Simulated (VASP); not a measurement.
```xyz
2
Lattice="0.0000 2.4468 2.4468 2.4468 0.0000 2.4468 2.4468 2.4468 0.0000" Properties=species:S:1:pos:R:3 pbc="T T T"
B      0.0000     0.0000     0.0000
As     1.2234     1.2234     1.2234
```

The numbers are results of vdW-DF-cx, VASP's PBE PAW potentials (set 64) (plane waves; VASP), not measurements. Run with 520 eV cut-off, 9×9×9 Γ-centred mesh, Gaussian smearing of 0.050 eV, potentials B As.

Q: Give the stress tensor in GPa (positive for a compressed cell).

A: 
```
-7.02   0.00   0.00
 0.00  -7.02   0.00
 0.00   0.00  -7.02
```
The pressure is its mean diagonal, -7.02 GPa.

The compound is BAs in the zinc blende structure. This cell is one point of a volume scan, at 1.06 of the reference volume.
